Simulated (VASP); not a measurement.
All values below come from PBEsol GGA, VASP's PBE PAW potentials (set 64) (plane waves; VASP).

VASP input:

**INCAR**
```
SYSTEM = Sr
PREC = Accurate; ENCUT = 400; LREAL = .FALSE.
LASPH = .TRUE.
EDIFF = 1E-7; NELM = 100; ALGO = Normal
LMAXMIX = 4
ISMEAR = -5
GGA = PS
ISIF = 2
LWAVE = .FALSE.; LCHARG = .TRUE.; LORBIT = 11
NEDOS = 601
```

KPOINTS:
```
K-points
0
G
 9 9 9
```

POSCAR:
```
Sr
1
   -0.0000000000     2.9547327818     2.9547327818
    2.9547327818     0.0000000000     2.9547327818
    2.9547327818     2.9547327818     0.0000000000
Sr
1
Direct
  1.0000000000   1.0000000000   1.0000000000
```

POTCAR, in this order: Sr_sv (PBE.64 set). Program: vasp_std.

The run wrote:

**OUTCAR**
```
 ion  position               nearest neighbor table
   1  0.000  0.000  0.000-
  LATTYP: Found a face centered cubic cell.
 ALAT       =     5.9094655636
 Subroutine PRICEL returns:
 Original cell was already a primitive cell.
 Subroutine GETGRP returns: Found 48 space group operations
The static configuration has the point symmetry O_h .
The dynamic configuration has the point symmetry O_h .
 Subroutine INISYM returns: Found 48 space group operations
 Subroutine IBZKPT returns following result:
 Found     35 irreducible k-points:

 Following reciprocal coordinates:
            Coordinates               Weight
  0.000000  0.000000  0.000000      1.000000
  0.111111  0.000000  0.000000      8.000000
  0.222222  0.000000  0.000000      8.000000
  0.333333  0.000000  0.000000      8.000000
  0.444444  0.000000  0.000000      8.000000
  0.111111  0.111111  0.000000      6.000000
  0.222222  0.111111  0.000000     24.000000
  0.333333  0.111111  0.000000     24.000000
  0.444444  0.111111  0.000000     24.000000
 -0.444444  0.111111  0.000000     24.000000
 -0.333333  0.111111  0.000000     24.000000
 -0.222222  0.111111  0.000000     24.000000
 -0.111111  0.111111  0.000000     12.000000
  0.222222  0.222222  0.000000      6.000000
  0.333333  0.222222  0.000000     24.000000
  0.444444  0.222222  0.000000     24.000000
 -0.444444  0.222222  0.000000     24.000000
 -0.333333  0.222222  0.000000     24.000000
 -0.222222  0.222222  0.000000     12.000000
  0.333333  0.333333  0.000000      6.000000
  0.444444  0.333333  0.000000     24.000000
 -0.444444  0.333333  0.000000     24.000000
 -0.333333  0.333333  0.000000     12.000000
  0.444444  0.444444  0.000000      6.000000
 -0.444444  0.444444  0.000000     12.000000
...
```

**OSZICAR**
```
       N       E                     dE             d eps       ncg     rms          rms(c)
DAV:   1     0.300743303675E+02    0.30074E+02   -0.43392E+03   631   0.788E+02
DAV:   2    -0.721377860617E+00   -0.30796E+02   -0.30571E+02   700   0.149E+02
DAV:   3    -0.180054424597E+01   -0.10792E+01   -0.10769E+01   903   0.235E+01
DAV:   4    -0.184398095497E+01   -0.43437E-01   -0.43418E-01   924   0.408E+00
DAV:   5    -0.184453201113E+01   -0.55106E-03   -0.55094E-03   989   0.322E-01    0.122E+01
DAV:   6    -0.184069800901E+01    0.38340E-02   -0.55464E-03   772   0.101E+00    0.690E+00
DAV:   7    -0.183839359351E+01    0.23044E-02   -0.11214E-02  1004   0.130E+00    0.234E-01
DAV:   8    -0.183837248967E+01    0.21104E-04   -0.61717E-04   816   0.173E-01    0.639E-02
DAV:   9    -0.183839627428E+01   -0.23785E-04   -0.65271E-05   963   0.551E-02    0.326E-02
DAV:  10    -0.183840104421E+01   -0.47699E-05   -0.72411E-06   806   0.232E-02    0.757E-03
DAV:  11    -0.183840042655E+01    0.61766E-06   -0.43259E-07   840   0.561E-03    0.199E-03
DAV:  12    -0.183840016396E+01    0.26259E-06   -0.58969E-08   441   0.134E-03    0.152E-03
DAV:  13    -0.183840013988E+01    0.24082E-07   -0.20808E-08   373   0.106E-03
   1 F= -.18384001E+01 E0= -.18384001E+01  d E =0.000000E+00
```

### OUTCAR
```
------------------------ aborting loop because EDIFF is reached ----------------------------------------
  FORCE on cell =-STRESS in cart. coord.  units (eV):
  Direction    XX          YY          ZZ          XY          YZ          ZX
  --------------------------------------------------------------------------------------
  Total        0.0169343      0.0169343      0.0169343      0.0000000     -0.0000000      0.0000000
  in kB        0.5258894      0.5258894      0.5258894      0.0000000     -0.0000000      0.0000000
  external PRESSURE =       0.5258894 kB  Pullay stress =       0.0000000 kB
  volume of cell :       51.59
      direct lattice vectors                 reciprocal lattice vectors
     0.000000000  2.954732782  2.954732782    -0.169220040  0.169220040  0.169220040
     2.954732782  0.000000000  2.954732782     0.169220040 -0.169220040  0.169220040
     2.954732782  2.954732782  0.000000000     0.169220040  0.169220040 -0.169220040
 POSITION                                       TOTAL-FORCE (eV/Angst)
 -----------------------------------------------------------------------------------
      0.00000      0.00000      0.00000         0.000000      0.000000      0.000000
 -----------------------------------------------------------------------------------
    total drift:                               -0.000000     -0.000000     -0.000000
  FREE ENERGIE OF THE ION-ELECTRON SYSTEM (eV)
  ---------------------------------------------------
  free  energy   TOTEN  =        -1.8384001399 eV

  energy  without entropy=       -1.8384001399  energy(sigma->0) =       -1.83840014

 total charge

# of ion       s       p       d       tot
------------------------------------------
    1        2.068   5.678   0.147   7.893
```
(Selected blocks of OUTCAR.)

The compound is Sr in the fcc structure. It was relaxed first, which changed the volume by -8 %.
